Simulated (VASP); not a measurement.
# TiC3 (R-3m) in VASP: settings compared, part 2 of 2

VASP 6.6.1.

### Step 3. Relaxation of cell and atoms, PBE

This run uses another cell than the first one, of 10.92 Å³/atom, 1.006 times its volume.

Contents of INCAR:

```
SYSTEM = TiC3
PREC = Accurate
ENCUT = 520
EDIFF = 1E-7
ISMEAR = 0
SIGMA = 0.1
LREAL = .FALSE.
LASPH = .TRUE.
NELM = 120
ALGO = Normal
ISIF = 3
LWAVE = .FALSE.
LCHARG = .FALSE.
GGA = PE
IBRION = 2
NSW = 60
EDIFFG = -0.005
POTIM = 0.3
KPAR = 4
```

Contents of KPOINTS:

```
Automatic mesh
0
G
  12 12 12
  0 0 0
```

Contents of POSCAR:

```
TiC3                                    
1.0
    1.5927038551      0.9195480005      4.9692066236
   -1.5927038551      0.9195480005      4.9692066236
    0.0000000000     -1.8390960010      4.9692066236
  Ti              C             
     1     3
Direct
     1.0000000000000000    1.0000000000000000    1.0000000000000000
     0.5000000000000000    0.5000000000000000    0.5000000000000000
     0.5876142625829912    0.5876142625829912    0.5876142625829912
     0.4123857374170088    0.4123857374170088    0.4123857374170088
```

Potentials or basis: VASP PAW PBE potentials, release 64 (Ti_sv, C).

Started as:

```console
> cat potpaw_PBE.64/Ti_sv/POTCAR potpaw_PBE.64/C/POTCAR > POTCAR
> mpirun -np 4 vasp_std > vasp.out
```

Wall time 3.6 min (4 MPI ranks of AMD EPYC 7R13 (Zen 3), shared host); peak memory 0.31 GiB.

It converged, with:

* Free energy: -34.5373 eV
* Relaxed volume: 10.91 Å³/atom
* Relaxed cell: a = 5.298 Å, b = 5.298 Å, c = 5.298 Å, α = 34.98°, β = 34.98°, γ = 34.98°
* Space group after relaxing (to 0.05 Å): R-3m (No. 166)
* Energy gained by relaxing: 0.0 meV/atom
* Ionic steps: 7
* Pressure after relaxing: 0.0 GPa
* Largest force after relaxing: 0.003 eV/Å
* Band gap on the k mesh: none (metal or under the smearing width)

Forces on the atoms (eV/Å):
```
Ti   0.000  0.000  0.000
C    0.000  0.000  0.000
C    0.000  0.000 -0.003
C    0.000  0.000  0.003
```

Final structure:
```
Ti C
1.0
     1.59234    0.91934    4.96876
    -1.59234    0.91934    4.96876
     0.00000   -1.83868    4.96876
Ti C
1 3
Direct
  0.00000 0.00000 0.00000
  0.50000 0.50000 0.50000
  0.58761 0.58761 0.58761
  0.41239 0.41239 0.41239
```

Levels at points of the mesh, in eV from the Fermi level:
```csv
k point,band 8,band 9,band 10,band 11,band 12,band 13,band 14,band 15,band 16
"(0.00, 0.00, 0.00)",-2.56,-2.47,-2.47,-2.28,-2.28,0.75,1.09,1.09,5.44
"(0.50, 0.00, 0.00)",-5.49,-5.07,-3.92,-1.62,-0.46,0.11,1.49,1.93,2.15
"(0.50, 0.50, 0.00)",-5.89,-4.16,-3.74,-3.32,-1.92,0.25,2.15,2.60,4.42
"(0.50, 0.50, 0.50)",-3.86,-3.65,-3.65,0.70,0.70,1.03,1.44,1.49,1.49
```

### Step 4. Single point, r2SCAN

This run uses another cell than the first one, of 10.91 Å³/atom, 1.006 times its volume.

Contents of INCAR:

```
SYSTEM = TiC3
PREC = Accurate
ENCUT = 520
EDIFF = 1E-6
ISMEAR = 0
SIGMA = 0.1
LREAL = .FALSE.
LASPH = .TRUE.
NELM = 150
ALGO = Normal
ISIF = 2
LWAVE = .FALSE.
LCHARG = .FALSE.
METAGGA = R2SCAN
LMIXTAU = .TRUE.
NBANDS = 20
KPAR = 4
```

KPOINTS is that of step 3.

Contents of POSCAR:

```
TiC3                                    
1.0
    1.5923397551      0.9193377873      4.9687642536
   -1.5923397551      0.9193377873      4.9687642536
   -0.0000000000     -1.8386755746      4.9687642536
  Ti              C             
     1     3
Direct
     0.0000000000000000    0.0000000000000000    0.0000000000000000
     0.5000000000000000    0.5000000000000000    0.5000000000000000
     0.5876140756149869    0.5876140756149869    0.5876140756149869
     0.4123859243850130    0.4123859243850130    0.4123859243850130
```

Potentials or basis: VASP PAW PBE potentials, release 64 (Ti_sv, C).

Started as:

```console
> cat potpaw_PBE.64/Ti_sv/POTCAR potpaw_PBE.64/C/POTCAR > POTCAR
> mpirun -np 4 vasp_std > vasp.out
```

OUTCAR:

```text
SYSTEM = TiC3
   PREC = Accurate
   ENCUT = 520
   EDIFF = 1E-6
   ISMEAR = 0
   LREAL = .FALSE.
   LASPH = .TRUE.
   NELM = 150
   ISIF = 2
   METAGGA = R2SCAN

 ion  position               nearest neighbor table
   1  0.000  0.000  0.000-   3 2.18   3 2.18   4 2.18   4 2.18   3 2.18   4 2.18
   2  0.500  0.500  0.500-   3 1.31   4 1.31
   3  0.588  0.588  0.588-   2 1.31   1 2.18   1 2.18   1 2.18
   4  0.412  0.412  0.412-   2 1.31   1 2.18   1 2.18   1 2.18

  LATTYP: Found a trigonal (rhomboedric) cell.
 ALAT       =     5.2980511578
 COS(alpha) =     0.8193370167

[... 750 lines left out ...]
  --------------------------------------------------------------------------------------
  -------------------------------------------------------------------------------------
  Total       -0.0589098     -0.0589098     -1.6945610      0.0000000     -0.0000000      0.0000000
  in kB       -2.1626569     -2.1626569    -62.2095830      0.0000000     -0.0000000      0.0000000
  external PRESSURE =     -22.1782989 kB  Pullay stress =       0.0000000 kB

 VOLUME and BASIS-vectors are now :
 -----------------------------------------------------------------------------
  energy-cutoff  :      520.00
  volume of cell :       43.64
      direct lattice vectors                 reciprocal lattice vectors
     1.592339755  0.919337787  4.968764254     0.314003339  0.181289912  0.067085761
    -1.592339755  0.919337787  4.968764254    -0.314003339  0.181289912  0.067085761
     0.000000000 -1.838675575  4.968764254     0.000000000 -0.362579824  0.067085761

 POSITION                                       TOTAL-FORCE (eV/Angst)
 -----------------------------------------------------------------------------------
      0.00000      0.00000      0.00000        -0.000000      0.000000     -0.000000
      0.00000      0.00000      7.45315         0.000000      0.000000      0.000000
      0.00000      0.00000      8.75915        -0.000000     -0.000000     -0.232451
      0.00000      0.00000      6.14715        -0.000000      0.000000      0.232451
 -----------------------------------------------------------------------------------
    total drift:                               -0.000000     -0.000000     -0.000000

  FREE ENERGIE OF THE ION-ELECTRON SYSTEM (eV)
  ---------------------------------------------------
  free  energy   TOTEN  =       -42.2437035572 eV

  energy  without entropy=      -42.2418193834  energy(sigma->0) =      -42.24276147
```

OSZICAR:

```text
N       E                     dE             d eps       ncg     rms          rms(c)
DAV:   1     0.198896786887E+03    0.19890E+03   -0.12221E+04  7560   0.130E+03
DAV:   2    -0.342978434978E+02   -0.23319E+03   -0.22325E+03  7976   0.366E+02
DAV:   3    -0.550840316355E+02   -0.20786E+02   -0.20449E+02 10992   0.106E+02
DAV:   4    -0.557460987723E+02   -0.66207E+00   -0.66030E+00  9808   0.176E+01
DAV:   5    -0.557713656032E+02   -0.25267E-01   -0.25262E-01 10684   0.302E+00    0.178E+01
DAV:   6    -0.436729441383E+02    0.12098E+02   -0.33567E+01  9672   0.599E+01    0.722E+00
DAV:   7    -0.422702374557E+02    0.14027E+01   -0.76306E+00  8428   0.223E+01    0.486E+00
DAV:   8    -0.421891360467E+02    0.81101E-01   -0.20733E+00  9572   0.101E+01    0.276E+00
DAV:   9    -0.420927207961E+02    0.96415E-01   -0.57511E-01  7640   0.628E+00    0.103E+00
DAV:  10    -0.422270575891E+02   -0.13434E+00   -0.49726E-01  7708   0.523E+00    0.782E-01
DAV:  11    -0.422331372434E+02   -0.60797E-02   -0.74133E-02  8100   0.228E+00    0.138E-01
DAV:  12    -0.422343756956E+02   -0.12385E-02   -0.47944E-03  7788   0.629E-01    0.151E-01
DAV:  13    -0.422415524740E+02   -0.71768E-02   -0.57159E-03  7760   0.623E-01    0.541E-02
DAV:  14    -0.422435301735E+02   -0.19777E-02   -0.12309E-03  7828   0.296E-01    0.132E-02
DAV:  15    -0.422436550400E+02   -0.12487E-03   -0.11355E-04  8348   0.104E-01    0.172E-02
DAV:  16    -0.422436537089E+02    0.13311E-05   -0.12981E-04  8136   0.129E-01    0.241E-02
DAV:  17    -0.422437029493E+02   -0.49240E-04   -0.59638E-05  7680   0.818E-02    0.645E-03
DAV:  18    -0.422437035572E+02   -0.60791E-06   -0.20390E-06  7992   0.129E-02
   1 F= -.42243704E+02 E0= -.42242761E+02  d E =-.188417E-02
```

Run time: 6.2 min. Hardware: 4 MPI ranks of AMD EPYC 7R13 (Zen 3), shared host; peak memory 0.33 GiB.

What came out:

```yaml
Free_energy: -42.2437 eV
Pressure: -2.2 GPa
Largest_force: 0.232 eV/Å
Band_gap_on_the_k_mesh: none (metal or under the smearing width)
```

Forces in eV/Å, atoms in the order of the input:
```
Ti   0.000  0.000  0.000
C    0.000  0.000  0.000
C    0.000  0.000 -0.232
C    0.000  0.000  0.232
```

Levels at points of the mesh, in eV from the Fermi level:
```tsv
k point	band 10	band 11	band 12	band 13	band 14	band 15
(0.00, 0.00, 0.00)	-2.70	-2.53	-2.53	0.91	1.15	1.15
(0.50, 0.00, 0.00)	-4.25	-1.83	-0.41	-0.02	1.45	2.12
(0.50, 0.50, 0.00)	-3.98	-3.60	-2.18	0.38	2.27	2.77
(0.50, 0.50, 0.50)	-3.97	0.76	0.76	1.20	1.38	1.38
```

Caveat: the PAW data sets were made with another functional, which shifts forces and pressure a little.
